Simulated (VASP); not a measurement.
A VASP calculation is set up with these files.

**KPOINTS**
```
Automatic mesh
0
Gamma
14 14 14
0 0 0
```

File POSCAR:
```
Al
1
    0.0000000000     2.0250000000     2.0250000000
    2.0250000000     0.0000000000     2.0250000000
    2.0250000000     2.0250000000     0.0000000000
Al
1
Direct
  0.0000000000   0.0000000000   0.0000000000
```

INCAR:
```
ALGO  =  Normal
EDIFF  =  1E-6
EDIFFG  =  -0.01
ENCUT  =  400
IBRION  =  2
ISIF  =  3
ISMEAR  =  1
LASPH  =  T
LCHARG  =  F
LREAL  =  F
LWAVE  =  F
NELM  =  100
NSW  =  60
PREC  =  Accurate
SIGMA  =  0.1
SYSTEM  =  Al
```

POTCAR, in this order: Al (LDA.64 set). Program: vasp_std.

Write an equivalent input for Ansatz.

One equivalent input (not run):
Ansatz 0.2 input:
```yaml
crystal:
  lattice:
    - [0.0000000, 2.0250000, 2.0250000]
    - [2.0250000, 0.0000000, 2.0250000]
    - [2.0250000, 2.0250000, 0.0000000]
  atoms:
    - { symbol: Al, position: [0.0000000, 0.0000000, 0.0000000] }
kpoints:
  mp_grid: { grid: [14, 14, 14] }
hamiltonian:
  xc: lda
  pseudopotentials: { kind: paw }
scf:
  occupations: { method: methfessel_paxton, width: 0.1 }
  max_iter: 100
relax:
  max_steps: 60
  f_tol: 0.01
  cell: {}
output: { forces: true, stress: true, eigenvalues: true }
```
Limits of the translation: each code has its own PAW files, so the cut-off isn't converted (ENCUT is set for VASP's; basis.ecutwfc is left out, and Ansatz then takes the one that its files recommend); Ansatz stops its SCF on the density residual and VASP on the energy change (EDIFF); Ansatz's lda is the Perdew-Wang form, while the LDA potentials of VASP carry Perdew-Zunger's.

The compound is Al in the fcc structure. This run relaxes it. Symmetry was kept, so distortions that lower it aren't found.
